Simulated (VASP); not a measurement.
# AlB2Sb3 (Imm2) in VASP: single point with PBE

Aim: the single point of AlB2Sb3 with PBE.

All numbers are computed with VASP 6.6.1; they aren't measurements. Logs are shortened: lines on timing, memory, paths and dates and some standing lists are left out, and cuts for length are marked.

### 1 The crystal as given

The structure is orthorhombic, space group Imm2 (No. 44). Conventional cell: a = 3.916 Å, b = 11.879 Å, c = 5.662 Å, α = 90.00°, β = 90.00°, γ = 90.00°. Al (site symmetry mm2) has 4 Sb at 2.61 to 2.67 Å as nearest neighbours. B (site symmetry m) has 4 Sb at 2.31 to 2.35 Å as nearest neighbours. Around Sb (site symmetry m) lie 3 B at 2.31 to 2.35 Å. Around Sb (site symmetry mm2) lie 2 B at 2.32 Å and 2 Al at 2.61 Å.

The cell was built by a generator and needn't be a form met in nature.

### 2 Single point, PBE

Input file INCAR:

```
ALGO = Fast
EDIFF = 1E-5
ENCUT = 520
GGA = PE
ISIF = 2
ISMEAR = 0
LASPH = True
LCHARG = False
LREAL = Auto
LWAVE = False
NELM = 80
PREC = Normal
SIGMA = 0.15
```

Input file KPOINTS:

```
k-points
0
Gamma
  6 6 6
```

Input file POSCAR:

```
AlB2Sb3
1.0
   -1.9581400000      5.9393600000      2.8311400000
    3.9162800000    -11.8787200000      5.6622800000
    1.9581400000      5.9393600000     -2.8311400000
Al B Sb
2 4 6
Direct
    0.5019790000      0.0009895000      0.5000000000
    0.5019790000      0.5009895000      0.5000000000
    0.8300780000      0.0008395000      0.8283990000
    0.8300780000      0.5008395000      0.8283990000
    0.1732800000      0.0008395000      0.1716010000
    0.1732800000      0.5008395000      0.1716010000
    0.9581050000      0.1370355000      0.6840340000
    0.9581050000      0.6370355000      0.6840340000
    0.5900360000      0.1370355000      0.3159660000
    0.5900360000      0.6370355000      0.3159660000
    0.1963580000      0.0981790000      0.0000000000
    0.1963580000      0.5981790000      0.0000000000
```

Potentials or basis: VASP PAW PBE potentials, release 64 (Al, B, Sb).

Launch:

```
> cat potpaw_PBE.64/Al/POTCAR potpaw_PBE.64/B/POTCAR potpaw_PBE.64/Sb/POTCAR > POTCAR
> mpirun -np 1 vasp_std > vasp.out
```

OUTCAR:

```text
EDIFF = 1E-5
   ENCUT = 520
   GGA = PE
   ISIF = 2
   ISMEAR = 0
   LASPH = True
   LREAL = Auto
   NELM = 80
   PREC = Normal

 ion  position               nearest neighbor table
   1  0.502  0.001  0.500-  12 2.61  11 2.61   7 2.67   9 2.67
   2  0.502  0.501  0.500-  11 2.61  12 2.61   8 2.67  10 2.67
   3  0.830  0.001  0.828-   7 2.31  11 2.32  10 2.35   9 2.35
   4  0.830  0.501  0.828-   8 2.31  12 2.32   9 2.35  10 2.35
   5  0.173  0.001  0.172-   9 2.31  11 2.32   7 2.35   8 2.35
   6  0.173  0.501  0.172-  10 2.31  12 2.32   8 2.35   7 2.35
   7  0.958  0.137  0.684-   3 2.31   5 2.35   6 2.35   1 2.67  11 3.78   9 3.78  10 3.78  10 3.78
                             9 3.78
   8  0.958  0.637  0.684-   4 2.31   6 2.35   5 2.35   2 2.67  12 3.78  10 3.78   9 3.78   9 3.78
                            10 3.78
   9  0.590  0.137  0.316-   5 2.31   4 2.35   3 2.35   1 2.67  11 3.78   7 3.78   8 3.78   8 3.78
                             7 3.78
  10  0.590  0.637  0.316-   6 2.31   3 2.35   4 2.35   2 2.67  12 3.78   8 3.78   7 3.78   7 3.78
                             8 3.78
  11  0.196  0.098  0.000-   3 2.32   5 2.32   2 2.61   1 2.61   9 3.78   7 3.78
  12  0.196  0.598  0.000-   4 2.32   6 2.32   1 2.61   2 2.61  10 3.78   8 3.78

  LATTYP: Found a base centered monoclinic cell.
 ALAT       =     6.8846687529
 B/A-ratio  =     1.7253872955
 C/A-ratio  =     1.0000000000
 COS(beta)  =    -0.3528404475

  Lattice vectors:

 A1 = (   1.9581400000,  -5.9393600000,  -2.8311400000)
 A2 = (   1.9581400000,   5.9393600000,  -2.8311400000)
 A3 = (   3.9162800000,   0.0000000000,   5.6622800000)

Analysis of symmetry for initial positions (statically):
=====================================================================
 Subroutine PRICEL returns following result:

  LATTYP: Found a body centered orthorhombic cell.
 ALAT       =     3.9162800000
 B/A-ratio  =     1.4458312480
 C/A-ratio  =     3.0331641251

  Lattice vectors:

 A1 = (  -1.9581400000,   5.9393600000,  -2.8311400000)
 A2 = (   1.9581400000,   5.9393600000,   2.8311400000)
 A3 = (   1.9581400000,  -5.9393600000,  -2.8311400000)

   2 primitive cells build up your supercell.

 Routine SETGRP: Setting up the symmetry group for a
 base centered monoclinic supercell.

 Subroutine GETGRP returns: Found  2 space group operations
 (whereof  2 operations were pure point group operations)
 out of a pool of  4 trial point group operations.

The static configuration has the point symmetry C_1h.

Analysis of symmetry for dynamics (positions and initial velocities):
=====================================================================
 Subroutine PRICEL returns following result:

  LATTYP: Found a body centered orthorhombic cell.
 ALAT       =     3.9162800000
 B/A-ratio  =     1.4458312480
 C/A-ratio  =     3.0331641251

  Lattice vectors:

 A1 = (  -1.9581400000,   5.9393600000,  -2.8311400000)
 A2 = (   1.9581400000,   5.9393600000,   2.8311400000)
 A3 = (   1.9581400000,  -5.9393600000,  -2.8311400000)

   2 primitive cells build up your supercell.

 Routine SETGRP: Setting up the symmetry group for a
 base centered monoclinic supercell.

 Subroutine GETGRP returns: Found  2 space group operations
 (whereof  2 operations were pure point group operations)
 out of a pool of  4 trial point group operations.

The dynamic configuration has the point symmetry C_1h.

 Subroutine INISYM returns: Found  2 space group operations
 (whereof  2 operations are pure point group operations),
 and found     2 'primitive' translations

----------------------------------------------------------------------------------------

                                     Primitive cell

  volume of cell :     131.7057

  direct lattice vectors                    reciprocal lattice vectors
    -1.958140000  5.939360000 -2.831140000    -0.000000000  0.084184155 -0.176607303
     1.958140000  5.939360000  2.831140000     0.255344357  0.084184155  0.000000000
     1.958140000 -5.939360000 -2.831140000     0.255344357 -0.000000000 -0.176607303

  length of vectors
     6.864813411  6.864813411  6.864813411     0.195645371  0.268863744  0.310468807

  position of ions in fractional coordinates (direct lattice)
     0.498021000  0.500000000  0.998021000
     0.826720000  0.828399000  0.998321000
     0.169922000  0.171601000  0.998321000
     0.409963000  0.684034000  0.725929000
     0.041895000  0.315966000  0.725930000
     0.803642000  1.000000000  0.803642000

  ion indices of the primitive-cell ions
   primitive index   ion index
                 1           1
                 2           3
                 3           5
                 4           7
                 5           9
                 6          11

----------------------------------------------------------------------------------------

 KPOINTS: k-points

Automatic generation of k-mesh.
 Grid dimensions read from file:
 generate k-points for:    6    6    6

 Generating k-lattice:

  Cartesian coordinates                     Fractional coordinates (reciprocal lattice)
     0.000000000  0.014030692  0.029434551     0.166666667 -0.000000000  0.000000000
     0.021278696  0.000000000  0.014717275     0.000000000  0.166666667  0.000000000
     0.042557393  0.014030692  0.000000000     0.000000000 -0.000000000  0.166666667

  Length of vectors
     0.032607562  0.025872401  0.044810624

  Shift w.r.t. Gamma in fractional coordinates (k-lattice)
     0.000000000  0.000000000  0.000000000

 Subroutine IBZKPT returns following result:
 ===========================================

 Found     68 irreducible k-points:

 Following reciprocal coordinates:
            Coordinates               Weight
  0.000000  0.000000  0.000000      1.000000
  0.166667  0.000000 -0.000000      4.000000
  0.333333  0.000000 -0.000000      4.000000
  0.500000 -0.000000  0.000000      2.000000
 -0.000000  0.166667  0.000000      2.000000
  0.166667  0.166667 -0.000000      4.000000
[... 16 lines left out ...]
  0.500000  0.000000  0.166667      4.000000
 -0.333333  0.000000  0.166667      4.000000
 [... further k-points ...]
   k-points           NKPTS =     68   k-points in BZ     NKDIM =     68   number of bands    NBANDS=     31
   number of dos      NEDOS =    301   number of ions     NIONS =     12
   total plane-waves  NPLWV = 128000
   dimension x,y,z NGX =    40 NGY =   80 NGZ =   40
   dimension x,y,z NGXF=    80 NGYF=  160 NGZF=   80
   ions per type =               2   4   6
   NGX,Y,Z   is equivalent  to a cutoff of   9.69,  9.69,  9.69 a.u.
   NGXF,Y,Z  is equivalent  to a cutoff of  19.37, 19.37, 19.37 a.u.
 SYSTEM =  unknown system
   PREC   = normal    normal or accurate (medium, high low for compatibility)
   ISTART =      0    job   : 0-new  1-cont  2-samecut
   ICHARG =      2    charge: 1-file 2-atom 10-const
   ISPIN  =      1    spin polarized calculation?
   LNONCOLLINEAR =      F non collinear calculations
   LSORBIT =      F    spin-orbit coupling
   LASPH  =      T    aspherical Exc in radial PAW
   ENCUT  =  520.0 eV  38.22 Ry    6.18 a.u.  12.76 25.53 12.76*2*pi/ulx,y,z
   NELM   =     80;   NELMIN=  2; NELMDL= -5     # of ELM steps
   EDIFF  = 0.1E-04   stopping-criterion for ELM
   LREAL  =      T    real-space projection
   EDIFFG = 0.1E-03   stopping-criterion for IOM
   NSW    =      0    number of steps for IOM
   IBRION =     -1    ionic relax: 0-MD 1-quasi-New 2-CG
   NFREE  =      0    steps in history (QN), initial steepest desc. (CG)
   ISIF   =      2    stress and relaxation
   ISYM   =      2    0-nonsym 1-usesym 2-fastsym
   POTIM  = 0.5000    time-step for ionic-motion
   TEBEG  =    0.0;   TEEND  =   0.0 temperature during run
   PSTRESS=    0.0 pullay stress
   NELECT =      48.0000    total number of electrons
   NUPDOWN=      -1.0000    fix difference up-down
   EMIN   =  10.00;   EMAX   =-10.00  energy-range for DOS
   EFERMI =   0.00;   METHOD = LEGACY
   ISMEAR =     0;   SIGMA  =   0.15  broadening in eV -4-tet -1-fermi 0-gaus
   EFERMI_NEDOS =   21; number of points for ismear=-14 and -15
   IALGO  =     68    algorithm
   IMIX   =      4    mixing-type and parameters
     AMIX     =   0.40;   BMIX     =  1.00
     AMIX_MAG =   1.60;   BMIX_MAG =  1.00
  volume/ion in A,a.u.               =      21.95       148.13
  Fermi-wavevector in a.u.,A,eV,Ry     =   0.928133  1.753918 11.720485  0.861431
  Thomas-Fermi vector in A             =   2.054277
   LORBIT       =      0    0 simple, 1 ext, 2 COOP (PROOUT), +10 PAW based schemes
   GGA     = PE    functional components
   LHFCALC =     F    Hartree Fock is set to
   AEXX    =    0.0000 exact exchange contribution
   IVDW    =     0    specifies the selected vdW correction
   LEPSILON=     F    determine dielectric tensor
   LRPA    =     F    only Hartree local field effects (RPA)
 non-spin polarized calculation
 RMM-DIIS sequential band-by-band and
 Gauss-broadening in eV      SIGMA  =   0.15
  energy-cutoff  :      520.00
  volume of cell :      263.41
 maximum number of plane-waves:      7113
   NGX = 25   NGY = 51   NGZ = 25

 number of electron      47.9999999 magnetization

 Free energy of the ion-electron system (eV)
  ---------------------------------------------------
  ext. energy  EPLUGINS =         0.00000000
  ---------------------------------------------------
  free energy    TOTEN  =       -55.37989486 eV

  energy without entropy =      -55.37886775  energy(sigma->0) =      -55.37938131

 E-fermi :   6.9012     XC(G=0):  -9.4512

 val. band max:        6.7814272862   @ k =   0.0000   0.0000   0.0000
 cond. band min:       7.0481406243   @ k =  -0.3333   0.3333   0.3333
 fundamental gap:      0.2667133382
 Fermi energy:         6.9012170230

 k-point     1 :       0.0000    0.0000    0.0000
  band No.  band energies     occupation
      1      -6.1780      2.00000
      2      -4.1158      2.00000
      3      -3.5241      2.00000
      4      -3.3060      2.00000
      5      -3.2263      2.00000
      6      -3.0698      2.00000
[... 23 lines left out ...]
     30       9.1562      0.00000
     31       9.3469      0.00000

 k-point     2 :       0.1667    0.0000   -0.0000
  band No.  band energies     occupation
      1      -6.0490      2.00000
      2      -4.1514      2.00000
      3      -3.6777      2.00000
      4      -3.6327      2.00000
      5      -3.2863      2.00000
      6      -3.0304      2.00000
[... 23 lines left out ...]
     30       8.6871      0.00000
     31       9.3359      0.00000

 k-point     3 :       0.3333    0.0000   -0.0000
  band No.  band energies     occupation
      1      -5.6767      2.00000
      2      -4.2891      2.00000
      3      -4.2014      2.00000
      4      -3.8347      2.00000
      5      -3.6127      2.00000
      6      -2.9575      2.00000
[... 23 lines left out ...]
     30       8.8777      0.00000
     31       9.1077      0.00000

 k-point     4 :       0.5000   -0.0000    0.0000
  band No.  band energies     occupation
      1      -5.2478      2.00000
      2      -4.8348      2.00000
      3      -4.2118      2.00000
      4      -3.9379      2.00000
      5      -3.7467      2.00000
      6      -2.9191      2.00000
[... 635 lines left out ...]
     30       9.2302      0.00000
     31       9.5051      0.00000

 k-point    23 :       0.5000    0.0000    0.1667
  band No.  band energies     occupation
      1      -5.0525      2.00000
      2      -4.9315      2.00000
      3      -4.5999      2.00000
      4      -3.7168      2.00000
      5      -3.5917      2.00000
      6      -3.1741      2.00000
[... 23 lines left out ...]
     30       8.8811      0.00000
     31       9.1987      0.00000

 k-point    24 :      -0.3333    0.0000    0.1667
  band No.  band energies     occupation
      1      -5.5201      2.00000
      2      -4.6881      2.00000
      3      -3.9867      2.00000
      4      -3.9572      2.00000
      5      -3.3926      2.00000
      6      -3.3131      2.00000
[... 23 lines left out ...]
     30       8.8149      0.00000
     31       9.0836      0.00000

 [... further k-points ...]

------------------------ aborting loop because EDIFF is reached ----------------------------------------

  FORCE on cell =-STRESS in cart. coord.  units (eV):
  Direction    XX          YY          ZZ          XY          YZ          ZX
  --------------------------------------------------------------------------------------
  -------------------------------------------------------------------------------------
  Total       -0.0297664     -0.0016983     -0.0144132      0.0000000      0.0000000      0.0002577
  in kB       -0.1810516     -0.0103295     -0.0876668      0.0000000      0.0000000      0.0015677
  external PRESSURE =      -0.0930160 kB  Pullay stress =       0.0000000 kB

 VOLUME and BASIS-vectors are now :
 -----------------------------------------------------------------------------
  energy-cutoff  :      520.00
  volume of cell :      263.41
      direct lattice vectors                 reciprocal lattice vectors
    -1.958140000  5.939360000  2.831140000     0.000000000  0.084184155  0.176607303
     3.916280000-11.878720000  5.662280000     0.127672179  0.000000000  0.088303652
     1.958140000  5.939360000 -2.831140000     0.255344357  0.084184155  0.000000000

 POSITION                                       TOTAL-FORCE (eV/Angst)
 -----------------------------------------------------------------------------------
      0.00000      5.93936      0.01121        -0.000112      0.000000      0.008598
      1.95814     -0.00000      2.84235        -0.000112     -0.000000      0.008598
     -0.00000      9.84032      0.00951        -0.000185      0.004150      0.003711
      1.95814      3.90096      2.84065        -0.000185      0.004150      0.003711
      0.00000      2.03840      0.00951        -0.000185     -0.004150      0.003711
      1.95814     -3.90096      2.84065        -0.000185     -0.004150      0.003711
      0.00000      8.12545      1.55187         0.000186      0.003215      0.000847
      1.95814      2.18609      4.38301         0.000186      0.003215      0.000847
      0.00000      3.75327      1.55186         0.000186     -0.003215      0.000847
      1.95814     -2.18609      4.38300         0.000186     -0.003215      0.000847
      0.00000     -0.00000      1.11183         0.000110      0.000000     -0.017715
      1.95814     -5.93936      3.94297         0.000110      0.000000     -0.017715
 -----------------------------------------------------------------------------------
    total drift:                                0.000020      0.001728     -0.029140

  FREE ENERGIE OF THE ION-ELECTRON SYSTEM (eV)
  ---------------------------------------------------
  free  energy   TOTEN  =       -55.3798948619 eV

  energy  without entropy=      -55.3788677486  energy(sigma->0) =      -55.37938131
```

Run time: 8.8 min. Hardware: 1 thread of Intel Xeon Platinum 8559C (Emerald Rapids), shared host; peak memory 0.56 GiB.

What came out:

- Free energy: -55.3799 eV
- Pressure: 0.0 GPa
- Largest force: 0.018 eV/Å
- Band gap on the k mesh: 0.27 eV

Forces on the atoms (eV/Å):
```
Al   0.000  0.000  0.009
Al   0.000  0.000  0.009
B    0.000  0.004  0.004
B    0.000  0.004  0.004
B    0.000 -0.004  0.004
B    0.000 -0.004  0.004
Sb   0.000  0.003  0.001
Sb   0.000  0.003  0.001
Sb   0.000 -0.003  0.001
Sb   0.000 -0.003  0.001
Sb   0.000  0.000 -0.018
Sb   0.000  0.000 -0.018
```

Caveat: spin-orbit coupling is left out, which moves the levels of the heavy elements. A k mesh can miss the band edges.
